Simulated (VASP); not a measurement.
Here is a VASP 6.6.1 calculation.

File INCAR:

```
SYSTEM = KBe3Zn
ALGO = Normal
EDIFF = 1E-7
EDIFFG = -0.01
ENCUT = 600
GGA = PE
IBRION = 2
ISIF = 3
ISMEAR = 0
LASPH = .True.
LCHARG = .False.
LREAL = .False.
LWAVE = .False.
NELM = 100
NSW = 100
PREC = Accurate
SIGMA = 0.1
```

KPOINTS

```
k-points
0
Gamma
  8 8 8
  0 0 0
```

Contents of POSCAR:

```
KBe3Zn
1.0
    4.4231962874      0.0000000000      0.0000000000
    0.0000000000      4.4231962874      0.0000000000
    0.0000000000      0.0000000000      4.4231962874
K Be Zn
1 3 1
Direct
    0.0000000000      0.0000000000      0.0000000000
    0.0000000000      0.5000000000      0.5000000000
    0.5000000000      0.5000000000      0.0000000000
    0.5000000000      0.0000000000      0.5000000000
    0.5000000000      0.5000000000      0.5000000000
```

Potentials or basis: VASP PAW PBE potentials, release 64 (K_sv, Be, Zn).

Run with:

```bash
$ cat potpaw_PBE.64/K_sv/POTCAR potpaw_PBE.64/Be/POTCAR potpaw_PBE.64/Zn/POTCAR > POTCAR
$ mpirun -np 1 vasp_std > vasp.out
```

**Question.** Predict the band gap on the k mesh.

**Answer.** None (metal or under the smearing width).

**Question.** Predict the relaxed volume.

**Answer.** 17.50 Å³/atom.

**Question.** Predict the space group after relaxing (to 0.05 Å).

**Answer.** Pm-3m (No. 221).

**Question.** Predict the relaxed cell.

**Answer.** a = 4.439 Å, b = 4.439 Å, c = 4.439 Å, α = 90.00°, β = 90.00°, γ = 90.00°.

Final structure:
```
CELL_PARAMETERS angstrom
4.43932 0.00000 0.00000
0.00000 4.43932 0.00000
0.00000 0.00000 4.43932
ATOMIC_POSITIONS crystal
K 0.00000 0.00000 0.00000
Be 0.00000 0.50000 0.50000
Be 0.50000 0.50000 0.00000
Be 0.50000 0.00000 0.50000
Zn 0.50000 0.50000 0.50000
```
